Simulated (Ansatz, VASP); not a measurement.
# BeGe6Te: VASP beside Ansatz

Aim: how closely do two programs agree when they are given the same cell, functional and k mesh? The cell is generated by rule, not measured, and may not be a known phase. The cell is taken from a series of runs on this material, whose earlier steps may have relaxed, scaled, displaced or heated it; both programs get it as it stands.

Method: plane waves, with VASP 6.6.1 beside it; relaxation of cell and atoms at LDA, in Ansatz 0.2.0.

## 1. Set-up

Symmetry: Pmm2, No. 25, orthorhombic system. The conventional cell has a = 3.997 Å, b = 3.997 Å, c = 11.305 Å, α = 90.00°, β = 90.00°, γ = 90.00°. Be has 2 Te at 2.45 Å and 2 Ge at 2.45 Å nearest. Ge has 2 Ge at 2.45 Å and 2 Te at 2.45 Å nearest. Nearest to Ge lie 4 Ge at 2.45 Å. Ge has 4 Ge at 2.45 Å nearest. Ge has 4 Ge at 2.45 Å nearest. Farther neighbours and most contacts between anions are not listed.

## 2. VASP: relaxation of cell and atoms, LDA, pair 1

The relaxed volume is the usual yardstick between codes: in a stiff, nearly cubic crystal its relative difference is about their pressure difference at one cell divided by the bulk modulus.

Lines of VASP's logs that name or quote its potential files are left out, and so is its time.

INCAR

```
SYSTEM = BeGe6Te
PREC = Accurate
ENCUT = 600
EDIFF = 1E-07
NELM = 120
ISMEAR = 0
SIGMA = 0.1
LREAL = .FALSE.
ALGO = Normal
GGA = CA
NBANDS = 57
LORBIT = 11
LWAVE = .FALSE.
LCHARG = .FALSE.
ISIF = 3
IBRION = 2
NSW = 80
EDIFFG = -0.005
LASPH = .TRUE.
GGA_COMPAT = .FALSE.
NELMIN = 4
KPAR = 2
```

POSCAR

```
BeGe6Te
1.0
    2.8262500000      2.8262500000      0.0000000000
   -2.8262500000      2.8262500000      0.0000000000
    0.0000000000      0.0000000000     11.3050000000
Be Ge Te
1 6 1
Direct
    0.5000000000      0.5000000000      0.7500000000
    0.0000000000      0.0000000000      0.0000000000
    0.5000000000      0.0000000000      0.1250000000
    0.5000000000      0.5000000000      0.2500000000
    0.0000000000      0.5000000000      0.3750000000
    0.0000000000      0.0000000000      0.5000000000
    0.5000000000      0.0000000000      0.6250000000
    0.0000000000      0.5000000000      0.8750000000
```

KPOINTS

```
Automatic mesh
0
Gamma
6 6 2
0 0 0
```

The projector-augmented-wave data sets are Be, Ge_d and Te (LDA family, release 64).

Run with:

```sh
$ mpirun -np 2 vasp_std
```

Numbers of over 12 decimals in the logs are rounded to 6 here.

Output:

```text
[banner, memory and clock lines left out]
running    2 mpi-ranks, on    1 nodes
 distrk:  each k-point on    1 cores,    2 groups
 distr:  one band on    1 cores,    1 groups

 POSCAR found type information on POSCAR BeGeTe
 POSCAR found :  3 types and       8 ions
 LDA part: xc-table for (Slater(with rela. corr.)+CA(PZ))
 , standard interpolation
 POSCAR, INCAR and KPOINTS ok, starting setup
 FFT: planning ... GRIDC
 FFT: planning ... GRID_SOFT
 FFT: planning ... GRID
 WAVECAR not read
 entering main loop
       N       E                     dE             d eps       ncg     rms          rms(c)
DAV:   1     0.114386577609E+04    0.11439E+04   -0.45737E+04  4483   0.428E+03
DAV:   2     0.191501495866E+03   -0.95236E+03   -0.91592E+03  3648   0.114E+03
DAV:   3    -0.195942868874E+02   -0.21110E+03   -0.20461E+03  3886   0.263E+02
DAV:   4    -0.384576520894E+02   -0.18863E+02   -0.18606E+02  4293   0.862E+01
DAV:   5    -0.390670403098E+02   -0.60939E+00   -0.60699E+00  4417   0.172E+01    0.867E+00
DAV:   6    -0.380213205608E+02    0.10457E+01   -0.25693E+00  5607   0.380E+01    0.645E+00
DAV:   7    -0.378578294390E+02    0.16349E+00   -0.70563E-01  4846   0.459E+00    0.290E+00
DAV:   8    -0.378307414732E+02    0.27088E-01   -0.10961E-01  5048   0.260E+00    0.117E+00
DAV:   9    -0.378302251138E+02    0.51636E-03   -0.14371E-02  4632   0.165E+00    0.551E-01
DAV:  10    -0.378303910771E+02   -0.16596E-03   -0.24500E-03  4391   0.545E-01    0.660E-02
DAV:  11    -0.378303905788E+02    0.49824E-06   -0.31629E-04  4720   0.251E-01    0.323E-02
DAV:  12    -0.378303951895E+02   -0.46106E-05   -0.66502E-05  4422   0.150E-01    0.206E-02
DAV:  13    -0.378303962123E+02   -0.10228E-05   -0.19255E-05  5191   0.769E-02    0.676E-03
DAV:  14    -0.378303967252E+02   -0.51291E-06   -0.60337E-06  4472   0.167E-02    0.179E-03
DAV:  15    -0.378303967101E+02    0.15085E-07   -0.21232E-07  3149   0.103E-02
   1 F= -.37830397E+02 E0= -.37828984E+02  d E =-.378304E+02
[... from here on, the cycles between the ionic steps are left out ...]
   2 F= -.38197205E+02 E0= -.38194139E+02  d E =-.366808E+00
   3 F= -.38197523E+02 E0= -.38194448E+02  d E =-.367126E+00
  10 F= -.38501276E+02 E0= -.38500308E+02  d E =-.584753E-02
  11 F= -.38501327E+02 E0= -.38500380E+02  d E =-.589894E-02
  12 F= -.38501779E+02 E0= -.38500713E+02  d E =-.451597E-03
  13 F= -.38501780E+02 E0= -.38500705E+02  d E =-.453020E-03
  14 F= -.38501879E+02 E0= -.38500727E+02  d E =-.984362E-04
  15 F= -.38501883E+02 E0= -.38500743E+02  d E =-.102923E-03
  16 F= -.38501882E+02 E0= -.38500738E+02  d E =-.102086E-03
  17 F= -.38501883E+02 E0= -.38500742E+02  d E =-.102702E-03
  18 F= -.38501926E+02 E0= -.38500792E+02  d E =-.428230E-04
  19 F= -.38501932E+02 E0= -.38500800E+02  d E =-.491712E-04
  20 F= -.38501939E+02 E0= -.38500811E+02  d E =-.559155E-04
 curvature:  -1.61 expect dE=-0.284E-04 dE for cont linesearch -0.337E-06
 trial: gam= 0.36249 g(F)=  0.117E-04 g(S)=  0.596E-05 ort = 0.294E-05 (trialstep = 0.159E+01)
 search vector abs. value=  0.252E-04
 bond charge predicted
       N       E                     dE             d eps       ncg     rms          rms(c)
DAV:   1    -0.385021456290E+02   -0.20685E-03   -0.11912E-02  5545   0.800E-01    0.865E-02
DAV:   2    -0.385020051580E+02    0.14047E-03   -0.42093E-04  4665   0.203E-01    0.438E-02
DAV:   3    -0.385019543015E+02    0.50856E-04   -0.94482E-05  4956   0.943E-02    0.112E-02
DAV:   4    -0.385019513040E+02    0.29975E-05   -0.11525E-05  3826   0.427E-02    0.649E-03
DAV:   5    -0.385019506637E+02    0.64030E-06   -0.13912E-06  5253   0.211E-02    0.322E-03
DAV:   6    -0.385019506523E+02    0.11405E-07   -0.41321E-07  3077   0.104E-02
  21 F= -.38501951E+02 E0= -.38500814E+02  d E =-.118820E-04
 trial-energy change:   -0.000012  1 .order   -0.000011   -0.000030    0.000007
 step:   1.3090(harm=  1.2923)  dis= 0.00076  next Energy=   -38.501951 (dE=-0.125E-04)
 reached required accuracy - stopping structural energy minimisation
```

Parts of OUTCAR (step 2):

```text
ion  position               nearest neighbor table
   1  0.500  0.500  0.750-   7 2.45   8 2.45   7 2.45   8 2.45
   2  0.000  0.000  0.000-   3 2.45   8 2.45   8 2.45   3 2.45
   3  0.500  0.000  0.125-   2 2.45   4 2.45   4 2.45   2 2.45
   4  0.500  0.500  0.250-   3 2.45   5 2.45   3 2.45   5 2.45
   5  0.000  0.500  0.375-   4 2.45   6 2.45   6 2.45   4 2.45
   6  0.000  0.000  0.500-   5 2.45   7 2.45   5 2.45   7 2.45
   7  0.500  0.000  0.625-   1 2.45   6 2.45   1 2.45   6 2.45
   8  0.000  0.500  0.875-   1 2.45   2 2.45   2 2.45   1 2.45

  LATTYP: Found a simple tetragonal cell.
 ALAT       =     3.9969210807
 C/A-ratio  =     2.8284271247

 Subroutine GETGRP returns: Found  4 space group operations
 (whereof  4 operations were pure point group operations)

The static configuration has the point symmetry C_2v.

 Found     32 irreducible k-points:

   k-points           NKPTS =     32   k-points in BZ     NKDIM =     32   number of bands    NBANDS=     57

   dimension x,y,z NGX =    32 NGY =   32 NGZ =   90
   dimension x,y,z NGXF=    64 NGYF=   64 NGZF=  180

   ENCUT  =  600.0 eV  44.10 Ry    6.64 a.u.   7.98  7.98 22.58*2*pi/ulx,y,z

   NELECT =      92.0000    total number of electrons

 k-points in reciprocal lattice and weights: Automatic mesh
   0.00000000  0.00000000  0.00000000       0.014
   0.16666667  0.00000000  0.00000000       0.028
   0.00000000  0.16666667  0.00000000       0.028
   0.33333333  0.00000000  0.00000000       0.028
   0.00000000  0.33333333  0.00000000       0.028
   0.50000000  0.00000000  0.00000000       0.014
   0.00000000  0.50000000  0.00000000       0.014
   0.16666667  0.16666667  0.00000000       0.056
   0.33333333  0.16666667  0.00000000       0.056
[...]
-0.33333333  0.50000000  0.50000000       0.028
   0.50000000  0.50000000  0.50000000       0.014

 average (electrostatic) potential at core
       1 -32.0315       2 -75.8082       3 -75.3860       4 -75.1730       5 -74.9182
       6 -74.6692       7 -74.0599       8 -91.2005

 E-fermi :   4.9883

 k-point     1 :       0.0000    0.0000    0.0000
  band No.  band energies     occupation
    ...
     41       2.6139      2.00000
     42       3.0961      2.00000
     43       3.2779      2.00000
     44       4.4296      2.00000
     45       4.8949      1.81354
     46       5.1244      0.05435
     47       5.3614      0.00000
     48       5.6635      0.00000
     49       5.8254      0.00000
     50       6.2355      0.00000
    ...

 k-point     2 :       0.1667    0.0000    0.0000
  band No.  band energies     occupation
    ...
     41       2.7248      2.00000
     42       2.7515      2.00000
     43       2.8393      2.00000
     44       3.4292      2.00000
     45       4.4480      2.00000
     46       5.2257      0.00079
     47       5.6270      0.00000
     48       6.1372      0.00000
     49       6.7675      0.00000
     50       7.0822      0.00000
    ...

 k-point     3 :       0.0000    0.1667    0.0000
  band No.  band energies     occupation
    ...
     42       2.9792      2.00000
     43       3.2219      2.00000
     44       3.3038      2.00000
     45       4.2804      2.00000
     46       4.7634      1.99853
     47       5.6774      0.00000
     48       6.4076      0.00000
     49       6.7894      0.00000
     50       6.9312      0.00000
     51       7.2902      0.00000
    ...

  Total       -0.0165182     -0.0165182     -0.0234647      0.0027683      0.0000000      0.0000000
  in kB       -0.1480064     -0.1480064     -0.2102482      0.0248042      0.0000000      0.0000000
  external PRESSURE =      -0.1687536 kB  Pullay stress =       0.0000000 kB

  energy-cutoff  :      600.00
  volume of cell :      178.81
      direct lattice vectors                 reciprocal lattice vectors
     2.833469594  2.833469594  0.000000000     0.176462102  0.176462102  0.000000000
    -2.830298243  2.830298243  0.000000000    -0.176659828  0.176659828  0.000000000
     0.000000000  0.000000000 11.148382746     0.000000000  0.000000000  0.089699109

 POSITION                                       TOTAL-FORCE (eV/Angst)
 -----------------------------------------------------------------------------------
      0.00159      2.83188      8.08676        -0.000000     -0.000000      0.001557
      0.00000      0.00000      0.08330         0.000000      0.000000     -0.002404
      1.41673      1.41673      1.46497         0.000000      0.000000     -0.000299
      0.00159      2.83188      2.87699        -0.000000     -0.000000     -0.000652
     -1.41515      1.41515      4.26865        -0.000000     -0.000000      0.001195
      0.00000      0.00000      5.68034        -0.000000     -0.000000     -0.000456
      1.41673      1.41673      7.08817        -0.000000     -0.000000     -0.000598
     -1.41515      1.41515      9.47016        -0.000000     -0.000000      0.001657
 -----------------------------------------------------------------------------------
    total drift:                               -0.000000      0.000000      0.001247

  FREE ENERGIE OF THE ION-ELECTRON SYSTEM (eV)
  ---------------------------------------------------
  free  energy   TOTEN  =       -38.5019506523 eV

  energy  without entropy=      -38.4996782728  energy(sigma->0) =      -38.50081446

 reached required accuracy - stopping structural energy minimisation

 total charge
# of ion       s       p       d       tot
------------------------------------------
    1        0.413   0.608   0.000   1.021
    2        1.184   1.163  10.026  12.373
    3        1.153   1.264  10.024  12.441
    4        1.150   1.256  10.025  12.431
    5        1.150   1.255  10.025  12.430
    6        1.149   1.244  10.026  12.418
    7        1.148   1.315  10.005  12.469
    8        1.380   2.003   0.055   3.438
--------------------------------------------------
tot          8.727  10.109  60.185  79.021

[... 3 further parts left out ...]
```

CONTCAR:

```
BeGe6Te
   1.00000000000000
     2.8334695944748747    2.8334695944748747    0.0000000000000000
    -2.8302982426023968    2.8302982426023968    0.0000000000000000
     0.0000000000000000    0.0000000000000000   11.1483827455994362
  Be              Ge              Te
     1     6     1
Direct
     0.5000000000000000    0.5000000000000000    0.7253749718857623
     0.0000000000000000    0.0000000000000000    0.0074722796711195
     0.5000000000000000    0.0000000000000000    0.1314061569262331
     0.5000000000000000    0.5000000000000000    0.2580637157202756
     0.0000000000000000    0.5000000000000000    0.3828941125441497
     0.0000000000000000    0.0000000000000000    0.5095214761274278
     0.5000000000000000    0.0000000000000000    0.6358023423744114
     0.0000000000000000    0.5000000000000000    0.8494649447506204
```

The k-mesh is coarse for a metal. The run keeps the 4 symmetry operations of its start, so it cannot find a distortion of lower symmetry.

[end of part 1 of 3]

[Lines on the potential files, build, host, timing and source positions are cut from VASP's logs without a mark.]

[Logs are printed without paths, hosts, clocks, repeated set-up lines and the standing remarks that a program may print on its own settings, such as how far it seeks lower states.]

[Hosts, paths, dates, database ids (printed as entryN), source tags and the programs' standing remarks are cut or masked in the printed files.]
